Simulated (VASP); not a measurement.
# CrAu4: accuracy against cost in the PAW data sets and SCF solver, part 2 of 3

A convergence test on CrAu4: the PAW data sets and SCF solver. The series runs use PBEsol. The start is a computed cell from the Materials Project.

VASP 6.6.1, plane waves and PAW; the level of theory is named at each step.

Still holding for the runs below: The cell holds one magnetic atom, so no antiferromagnetic order fits into it.

So far. Step 4 (PAW data sets: recommended 54: Cr pv Au): With 56 valence electrons the pressure is -6.22 GPa, -0.18 GPa from the first of the series, after 15 cycles in 1.7 min. Step 5 (PAW data sets: semicore 64: Cr sv Au): With 58 valence electrons the pressure is -6.51 GPa, -0.47 GPa from the first of the series, after 15 cycles in 2.8 min.

## (6) PAW data sets: GW 64: Cr sv GW Au sv GW

This step: PBEsol, spin-polarised from a ferromagnetic start (one magnetic atom a cell); plane waves and PAW (Cr_sv_GW, Au_sv_GW) (VASP 6.6.1).

Input file INCAR:

```
SYSTEM = CrAu4
PREC = Accurate
ENCUT = 510
EDIFF = 1E-06
NELM = 100
ISMEAR = -1
SIGMA = 0.05
LREAL = .FALSE.
ALGO = Normal
GGA = PS
NBANDS = 60
ISPIN = 2
MAGMOM = 3 0 0 0 0
LASPH = .TRUE.
LMAXMIX = 4
LORBIT = 11
LWAVE = .FALSE.
LCHARG = .FALSE.
KPAR = 4
ISIF = 2
```

Input file POSCAR:

```
CrAu4
1.0
   -3.2432046951      3.2432046951      2.0381584400
    3.2432046951     -3.2432046951      2.0381584400
    3.2432046951      3.2432046951     -2.0381584400
Cr Au
1 4
Direct
    0.0000000000      0.0000000000      0.0000000000
    0.6024294600      0.2031955000      0.8056249600
    0.3975705400      0.7968045000      0.1943750400
    0.2031955000      0.3975705400      0.6007660400
    0.7968045000      0.6024294600      0.3992339600
```

Input file KPOINTS:

```
Automatic mesh
0
Gamma
8 8 8
0 0 0
```

PAW data sets: Cr_sv_GW and Au_sv_GW (PBE family, release 64).

On the command line:

```bash
$ mpirun -np 4 vasp_std
```

What it wrote:

```text
[... set-up lines as in an earlier step ...]
 entering main loop
       N       E                     dE             d eps       ncg     rms          rms(c)
DAV:   1     0.286425712553E+04    0.28643E+04   -0.41787E+04 21488   0.252E+03
DAV:   2     0.476267156676E+03   -0.23880E+04   -0.22807E+04 21472   0.122E+03
DAV:   3     0.322694595956E+02   -0.44400E+03   -0.41242E+03 29036   0.674E+02
DAV:   4    -0.283753689973E+02   -0.60645E+02   -0.57231E+02 37360   0.277E+02
[...]
DAV:  15    -0.249854287774E+02    0.96799E-05   -0.34292E-05 33064   0.868E-02    0.443E-02
DAV:  16    -0.249854349231E+02   -0.61457E-05   -0.57073E-06 20216   0.344E-02    0.570E-03
DAV:  17    -0.249854349567E+02   -0.33615E-07   -0.10433E-06 14616   0.173E-02
   1 F= -.24985435E+02 E0= -.24975601E+02  d E =-.196674E-01  mag=     3.7237
```

Wall time 5.5 min (4 MPI ranks of AMD EPYC 7R43, shared host); peak memory 2.8 GiB.

OUTCAR, selected parts (step 6):

```text
  Total       -3.8384783     -3.8384783     -3.9479184      0.0000001      0.0000000     -0.0000000
  in kB      -71.7171497    -71.7171497    -73.7618997      0.0000010      0.0000000     -0.0000000
  external PRESSURE =     -72.3987330 kB  Pullay stress =       0.0000000 kB

 POSITION                                       TOTAL-FORCE (eV/Angst)
 -----------------------------------------------------------------------------------
      0.00000      0.00000      0.00000        -0.000000      0.000000      0.000000
      1.31801      3.90760      0.00000         0.005059     -0.005375     -0.000000
      1.92520     -0.66440      2.03816        -0.005059      0.005375      0.000000
      2.57881      1.31801     -0.00000         0.005375      0.005059      0.000000
      0.66440      1.92520      2.03816        -0.005375     -0.005059     -0.000000
 -----------------------------------------------------------------------------------
    total drift:                                0.000000     -0.000000      0.000000

  FREE ENERGIE OF THE ION-ELECTRON SYSTEM (eV)
  ---------------------------------------------------
  free  energy   TOTEN  =       -24.9854349567 eV

  energy  without entropy=      -24.9657675858  energy(sigma->0) =      -24.97560127

 magnetization (x)
# of ion       s       p       d       f       tot
--------------------------------------------------
    1        0.014   0.014   3.171   0.000   3.199
    2       -0.015  -0.001   0.029   0.001   0.013
    3       -0.015  -0.001   0.029   0.001   0.013
    4       -0.015  -0.001   0.029   0.001   0.013
    5       -0.015  -0.001   0.029   0.001   0.013
--------------------------------------------------
tot         -0.048   0.010   3.286   0.004   3.252

[... 3 further parts left out ...]
[key lines of the parts left out:]
E-fermi :   8.1403
```

With 90 valence electrons the pressure is -7.24 GPa, -1.20 GPa from the first of the series, after 17 cycles in 5.5 min.

## (7) The PAW data sets series as a table

This step: convergence of PBEsol results with the datasets; plane waves and PAW (VASP 6.6.1).

No new run; the numbers come from the runs before.

Differences are taken from the run with recommended 64: Cr_pv Au. Results of the series, by row:

| setting | status | pressure (GPa) | largest force difference (meV/Å) | moment (μB) | SCF cycles | wall time (s) |
| --- | --- | --- | --- | --- | --- | --- |
| minimal 64: Cr Au, 400 eV | converged | -6.036 | 1.064 | 3.743 | 15 | 116 |
| recommended 64: Cr_pv Au, 400 eV | converged | -6.217 | 0 | 3.733 | 15 | 101 |
| recommended 54: Cr_pv Au, 400 eV | converged | -6.217 | 0 | 3.733 | 15 | 102 |
| semicore 64: Cr_sv Au, 520 eV | converged | -6.508 | 4.454 | 3.724 | 15 | 168 |
| gw 64: Cr_sv_GW Au_sv_GW, 510 eV | converged | -7.24 | 4.051 | 3.724 | 17 | 327.1 |

## (8) SCF solver: ALGO = Normal

This step: PBEsol, spin-polarised from a ferromagnetic start (one magnetic atom a cell); plane waves and PAW (Cr_pv, Au) (VASP 6.6.1).

All solvers should reach one answer; they differ in cycles and robustness.

Changes to INCAR since step 6:

```diff
@@ -2,3 +2,3 @@
 PREC = Accurate
-ENCUT = 510
+ENCUT = 400
 EDIFF = 1E-06
@@ -10,3 +10,3 @@
 GGA = PS
-NBANDS = 60
+NBANDS = 39
 ISPIN = 2
```

POSCAR is that of step 6.

KPOINTS is that of step 6.

Potentials, in the order of the species: Cr_pv and Au (PBE family, release 64).

On the command line:

```bash
$ mpirun -np 4 vasp_std
```

What it wrote:

```text
[... set-up lines as in an earlier step ...]
 entering main loop
       N       E                     dE             d eps       ncg     rms          rms(c)
[... 15 cycles as in an earlier step ...]
   1 F= -.25605155E+02 E0= -.25595331E+02  d E =-.196483E-01  mag=     3.7328
```

It took 1.8 min on 4 MPI ranks; peak memory 1.6 GiB; 6.9 min of CPU time.

OUTCAR, selected parts (step 8):

```text
   NELECT =      56.0000    total number of electrons

 E-fermi :   8.6377

 spin component 1
 k-point     1 :       0.0000    0.0000    0.0000
  band No.  band energies     occupation
    ...
     25       6.6182      1.00000
     26       7.5748      1.00000
     27       7.8796      1.00000
     28       8.2308      0.99971
     29       8.2308      0.99971
     30      10.5528      0.00000
     31      10.5528      0.00000
     32      10.7846      0.00000
     33      11.5634      0.00000
     34      14.9171      0.00000
    ...

 k-point     2 :       0.1250    0.0000   -0.0000
  band No.  band energies     occupation
    ...
     25       6.7902      1.00000
     26       7.6176      1.00000
     27       7.9523      1.00000
     28       8.1125      0.99997
     29       8.1248      0.99996
     30      10.1422      0.00000
     31      10.2929      0.00000
     32      11.6617      0.00000
     33      12.2931      0.00000
     34      13.4652      0.00000
    ...

[... 13 parts as in an earlier step ...]

[... 14 further parts left out ...]
```

This step gave:

```yaml
scf_cycles: 15
electrons: 56
bands: 39
free_energy_toten: -25.61 eV
energy_at_zero_smearing: -25.60 eV
fermi_energy: 8.638 eV
pressure: -6.217 GPa
moment_of_the_cell_from_the_last_line_of_the_log: 3.733 μB
```

Spin moment in the PAW sphere by atom:

| atom | spin moment in the PAW sphere (μB) |
| --- | --- |
| Cr1 | 3.48 |
| Au2 | 0.01 |
| Au3 | 0.01 |
| Au4 | 0.01 |
| Au5 | 0.01 |

The series starts at -5.1191 eV an atom and -6.22 GPa, after 15 cycles in 1.8 min.

## (9) SCF solver: ALGO = Fast

Changes to INCAR since step 8:

```diff
@@ -8,3 +8,3 @@
 LREAL = .FALSE.
-ALGO = Normal
+ALGO = Fast
 GGA = PS
```

POSCAR is that of step 8.

KPOINTS is that of step 8.

On the command line:

```bash
$ mpirun -np 4 vasp_std
```

What it wrote:

```text
[... set-up lines as in an earlier step ...]
 entering main loop
       N       E                     dE             d eps       ncg     rms          rms(c)
[... 5 cycles as in an earlier step ...]
RMM:   6    -0.268548605855E+02    0.11162E+01   -0.10196E+01 12453   0.191E+01    0.168E+01
RMM:   7    -0.259617345243E+02    0.89313E+00   -0.27622E+00 12262   0.925E+00    0.127E+01
RMM:   8    -0.255779011605E+02    0.38383E+00   -0.48572E-01 12773   0.415E+00    0.522E+00
RMM:   9    -0.255475697937E+02    0.30331E-01   -0.13463E-01 12999   0.226E+00    0.245E+00
[...]
RMM:  13    -0.256051518267E+02   -0.25226E-04   -0.39260E-04 14903   0.712E-02    0.559E-02
RMM:  14    -0.256051559092E+02   -0.40826E-05   -0.48840E-05 16512   0.285E-02    0.280E-02
RMM:  15    -0.256051551658E+02    0.74341E-06   -0.80698E-06 13075   0.124E-02
   1 F= -.25605155E+02 E0= -.25595330E+02  d E =-.196493E-01  mag=     3.7330
```

The job ended after 2.1 min (4 MPI ranks; peak memory 1.5 GiB).

OUTCAR, selected parts (step 9):

```text
  Total       -3.3071845     -3.3071845     -3.4253659      0.0000000      0.0000000      0.0000000
  in kB      -61.7905911    -61.7905911    -63.9986619      0.0000008      0.0000000      0.0000000
  external PRESSURE =     -62.5266147 kB  Pullay stress =       0.0000000 kB

 POSITION                                       TOTAL-FORCE (eV/Angst)
 -----------------------------------------------------------------------------------
      0.00000      0.00000      0.00000         0.000000     -0.000000     -0.000000
      1.31801      3.90760      0.00000         0.001324     -0.006026     -0.000000
      1.92520     -0.66440      2.03816        -0.001324      0.006026      0.000000
      2.57881      1.31801     -0.00000         0.006026      0.001324      0.000000
      0.66440      1.92520      2.03816        -0.006026     -0.001324     -0.000000
 -----------------------------------------------------------------------------------
    total drift:                               -0.000000      0.000000      0.000000

  FREE ENERGIE OF THE ION-ELECTRON SYSTEM (eV)
  ---------------------------------------------------
  free  energy   TOTEN  =       -25.6051551658 eV

  energy  without entropy=      -25.5855058199  energy(sigma->0) =      -25.59533049

[... 3 parts as in an earlier step ...]

[... 1 further part left out ...]
[key lines of the parts left out:]
E-fermi :   8.6381
```

Against the first of the series the energy stays within 0.01 meV an atom; the pressure moves by -0.04 GPa, after 15 cycles in 2.1 min.

## (10) SCF solver: ALGO = VeryFast

Changes to INCAR since step 9:

```diff
@@ -8,3 +8,3 @@
 LREAL = .FALSE.
-ALGO = Fast
+ALGO = VeryFast
 GGA = PS
```

POSCAR is that of step 9.

KPOINTS is that of step 9.

On the command line:

```bash
$ mpirun -np 4 vasp_std
```

What it wrote:

```text
[... set-up lines as in an earlier step ...]
 entering main loop
       N       E                     dE             d eps       ncg     rms          rms(c)
RMM:   1     0.249003302176E+03    0.24900E+03   -0.21775E+04  6084   0.103E+03
RMM:   2     0.467092216362E+02   -0.20229E+03   -0.46405E+03  6084   0.276E+02
RMM:   3     0.384008571809E+01   -0.42869E+02   -0.76856E+02  6084   0.107E+02
RMM:   4    -0.205178624538E+02   -0.24358E+02   -0.15835E+02  6084   0.576E+01
[...]
RMM:  20    -0.256051515431E+02   -0.16605E-04   -0.18840E-04 14065   0.618E-02    0.305E-02
RMM:  21    -0.256051558050E+02   -0.42620E-05   -0.23170E-05 13790   0.228E-02    0.163E-02
RMM:  22    -0.256051558193E+02   -0.14237E-07   -0.42436E-06 11128   0.994E-03
   1 F= -.25605156E+02 E0= -.25595332E+02  d E =-.196475E-01  mag=     3.7329
```

The job ended after 3.2 min (4 MPI ranks; peak memory 1.5 GiB; 11 min of CPU time).

OUTCAR, selected parts (step 10):

```text
  Total       -3.3022459     -3.3022459     -3.4166632      0.0000000     -0.0000000      0.0000000
  in kB      -61.6983207    -61.6983207    -63.8360629      0.0000008     -0.0000000      0.0000000
  external PRESSURE =     -62.4109014 kB  Pullay stress =       0.0000000 kB

 POSITION                                       TOTAL-FORCE (eV/Angst)
 -----------------------------------------------------------------------------------
      0.00000      0.00000      0.00000        -0.000000      0.000000      0.000000
      1.31801      3.90760      0.00000         0.001131     -0.006169     -0.000000
      1.92520     -0.66440      2.03816        -0.001131      0.006169      0.000000
      2.57881      1.31801     -0.00000         0.006169      0.001131     -0.000000
      0.66440      1.92520      2.03816        -0.006169     -0.001131      0.000000
 -----------------------------------------------------------------------------------
    total drift:                               -0.000000      0.000000      0.000000

  FREE ENERGIE OF THE ION-ELECTRON SYSTEM (eV)
  ---------------------------------------------------
  free  energy   TOTEN  =       -25.6051558193 eV

  energy  without entropy=      -25.5855082801  energy(sigma->0) =      -25.59533205

 magnetization (x)
# of ion       s       p       d       tot
------------------------------------------
    1        0.028   0.022   3.426   3.475
    2       -0.022  -0.001   0.028   0.005
    3       -0.022  -0.001   0.028   0.005
    4       -0.022  -0.001   0.028   0.005
    5       -0.022  -0.001   0.028   0.005
--------------------------------------------------
tot         -0.061   0.019   3.536   3.494

[... 2 parts as in an earlier step ...]

[... 1 further part left out ...]
[key lines of the parts left out:]
E-fermi :   8.6379
```

Against the first of the series the energy stays within 0.01 meV an atom; the pressure moves by -0.02 GPa, after 22 cycles in 3.2 min.

## (11) SCF solver: ALGO = All

Changes to INCAR since step 10:

```diff
@@ -8,3 +8,3 @@
 LREAL = .FALSE.
-ALGO = VeryFast
+ALGO = All
 GGA = PS
```

POSCAR is that of step 10.

KPOINTS is that of step 10.

On the command line:

```bash
$ mpirun -np 4 vasp_std
```

What it wrote:

```text
[... set-up lines as in an earlier step ...]
 entering main loop
       N       E                     dE             d eps       ncg     rms           ort
DAV:   1     0.377608165340E+03    0.37761E+03   -0.26765E+04  3042   0.125E+03
DAV:   2    -0.144617757574E+02   -0.39207E+03   -0.37209E+03  3042   0.321E+02
DAV:   3    -0.277981846120E+02   -0.13336E+02   -0.13097E+02  3042   0.649E+01
DAV:   4    -0.279675406647E+02   -0.16936E+00   -0.16889E+00  3042   0.726E+00
DAV:   5    -0.279710512890E+02   -0.35106E-02   -0.35071E-02  3042   0.101E+00
SDA:   6    -0.198994764710E+02    0.80716E+01   -0.35071E-02  3042   0.438E+02   0.000E+00
 gam= 0.000 g(H,U,f)=  0.209E+02 0.184E+02 0.451E+01 ort(H,U,f) = 0.000E+00 0.000E+00 0.000E+00
 gam= 0.000 trial= 0.400  step=  0.1768 mean=  0.4000
CGA:   7    -0.239554589405E+02   -0.40560E+01   -0.38761E+01  3042   0.779E+01  -0.342E+00
 gam= 0.178 g(H,U,f)=  0.474E+01 0.299E+01 0.568E-01 ort(H,U,f) = 0.220E+01-0.220E+01-0.332E+00
 gam= 0.178 trial= 0.378  step=  0.3513 mean=  0.3777
[...]
gam= 0.491 trial= 0.473  step=  0.2766 mean=  0.4731
CGA:  16    -0.256050565865E+02   -0.12003E-03   -0.12045E-03  3042   0.285E-03   0.252E-05
 gam= 0.329 g(H,U,f)=  0.225E-03 0.554E-04 0.468E-05 ort(H,U,f) = 0.599E-04-0.255E-04-0.319E-04
 gam= 0.329 trial= 0.453  step=  0.5696 mean=  0.4534
CGA:  17    -0.256051379423E+02   -0.81356E-04   -0.81539E-04  3042   0.369E-04  -0.319E-05
 gam= 0.129 g(H,U,f)=  0.348E-04 0.194E-05 0.161E-06 ort(H,U,f) =-0.800E-05 0.314E-05 0.167E-05
 gam= 0.129 trial= 0.465  step=  0.7747 mean=  0.4650
CGA:  18    -0.256051519966E+02   -0.14054E-04   -0.14128E-04  3042   0.565E-05  -0.468E-06
 gam= 0.153 g(H,U,f)=  0.497E-05 0.654E-06 0.212E-07 ort(H,U,f) =-0.886E-06 0.328E-06 0.910E-07
 gam= 0.153 trial= 0.496  step=  0.7779 mean=  0.4960
CGA:  19    -0.256051542102E+02   -0.22136E-05   -0.21687E-05  3042   0.274E-05   0.314E-06
 gam= 0.485 g(H,U,f)=  0.144E-05 0.106E-05 0.241E-06 ort(H,U,f) = 0.173E-06 0.223E-06-0.816E-07
 gam= 0.485 trial= 0.524  step=  0.3840 mean=  0.5242
CGA:  20    -0.256051547854E+02   -0.57523E-06   -0.55567E-06  3042   0.206E-05  -0.283E-06
 gam= 0.751 g(H,U,f)=  0.115E-05 0.796E-06 0.112E-06 ort(H,U,f) = 0.240E-06-0.399E-06-0.124E-06
 gam= 0.751 trial= 0.510  step=  0.5822 mean=  0.5102
 final diagonalization occupied
   1 F= -.25605155E+02 E0= -.25595330E+02  d E =-.196487E-01  mag=     3.7334
```

Elapsed: 2.7 min, on 4 MPI ranks; peak memory 2.8 GiB; 9.4 min of CPU time.

From OUTCAR (step 11):

```text
  Total       -3.2942773     -3.2942773     -3.4078347      0.0000000      0.0000000     -0.0000000
  in kB      -61.5494360    -61.5494360    -63.6711141      0.0000007      0.0000000     -0.0000000
  external PRESSURE =     -62.2566621 kB  Pullay stress =       0.0000000 kB

 POSITION                                       TOTAL-FORCE (eV/Angst)
 -----------------------------------------------------------------------------------
      0.00000      0.00000      0.00000        -0.000000      0.000000      0.000000
      1.31801      3.90760      0.00000         0.001159     -0.006375      0.000000
      1.92520     -0.66440      2.03816        -0.001159      0.006375     -0.000000
      2.57881      1.31801     -0.00000         0.006375      0.001159     -0.000000
      0.66440      1.92520      2.03816        -0.006375     -0.001159     -0.000000
 -----------------------------------------------------------------------------------
    total drift:                               -0.000000      0.000000      0.000000

  FREE ENERGIE OF THE ION-ELECTRON SYSTEM (eV)
  ---------------------------------------------------
  free  energy   TOTEN  =       -25.6051547854 eV

  energy  without entropy=      -25.5855060677  energy(sigma->0) =      -25.59533043

[... 3 parts as in an earlier step ...]

[... 1 further part left out ...]
[key lines of the parts left out:]
E-fermi :   8.6379
```

Against the first of the series the energy stays within 0.01 meV an atom; the pressure moves by -0.01 GPa, after 20 cycles in 2.7 min.

## (12) SCF solver: ALGO = Damped

Changes to INCAR since step 11:

```diff
@@ -8,3 +8,3 @@
 LREAL = .FALSE.
-ALGO = All
+ALGO = Damped
 GGA = PS
```

POSCAR is that of step 11.

KPOINTS is that of step 11.

On the command line:

```bash
$ mpirun -np 4 vasp_std
```

What it wrote:

```text
[... set-up lines as in an earlier step ...]
 entering main loop
       N       E                     dE             d eps       ncg     rms           ort
DAV:   1     0.568664276084E+03    0.56866E+03   -0.24852E+04  3042   0.125E+03
DAV:   2     0.697925444008E+02   -0.49887E+03   -0.47548E+03  3042   0.380E+02
DAV:   3    -0.159289957732E+02   -0.85722E+02   -0.81813E+02  3042   0.155E+02
DAV:   4    -0.261593889774E+02   -0.10230E+02   -0.10045E+02  3042   0.590E+01
[...]
DMP:  27    -0.256051536365E+02   -0.10451E-05   -0.38926E-05  3042   0.106E-04  -0.233E-05
DMP:  28    -0.256051545254E+02   -0.88891E-06   -0.18724E-05  3042   0.633E-05  -0.431E-05
DMP:  29    -0.256051554287E+02   -0.90332E-06   -0.37870E-06  3042   0.126E-05  -0.811E-06
 final diagonalization occupied
   1 F= -.25605155E+02 E0= -.25595331E+02  d E =-.196493E-01  mag=     3.7330
```

Run time: 3.1 min. Hardware: 4 MPI ranks; peak memory 2.7 GiB.

Parts of OUTCAR (step 12):

```text
  Total       -3.2952985     -3.2952985     -3.4090062      0.0000000      0.0000000     -0.0000000
  in kB      -61.5685169    -61.5685169    -63.6930016      0.0000004      0.0000000     -0.0000000
  external PRESSURE =     -62.2766785 kB  Pullay stress =       0.0000000 kB

 POSITION                                       TOTAL-FORCE (eV/Angst)
 -----------------------------------------------------------------------------------
      0.00000      0.00000      0.00000         0.000000     -0.000000      0.000000
      1.31801      3.90760      0.00000         0.001583     -0.006105      0.000000
      1.92520     -0.66440      2.03816        -0.001583      0.006105     -0.000000
      2.57881      1.31801     -0.00000         0.006105      0.001583     -0.000000
      0.66440      1.92520      2.03816        -0.006105     -0.001583      0.000000
 -----------------------------------------------------------------------------------
    total drift:                               -0.000000      0.000000      0.000000

  FREE ENERGIE OF THE ION-ELECTRON SYSTEM (eV)
  ---------------------------------------------------
  free  energy   TOTEN  =       -25.6051554287 eV

  energy  without entropy=      -25.5855060830  energy(sigma->0) =      -25.59533076

[... 3 parts as in an earlier step ...]

[... 1 further part left out ...]
[key lines of the parts left out:]
E-fermi :   8.6378
```

Against the first of the series the energy stays within 0.01 meV an atom; the pressure moves by -0.01 GPa, after 29 cycles in 3.1 min.

(Continued in part 3 of 3.)

[Lines on the potential files, build, host, timing and source positions are cut from VASP's logs without a mark.]

[Logs are printed without paths, hosts, clocks, repeated set-up lines and the standing remarks that a program may print on its own settings, such as how far it seeks lower states.]

[Hosts, paths, dates, database ids (printed as entryN), source tags and the programs' standing remarks are cut or masked in the printed files.]

[A measured line is paired with the nearest computed mode of its activity, which favours agreement.]
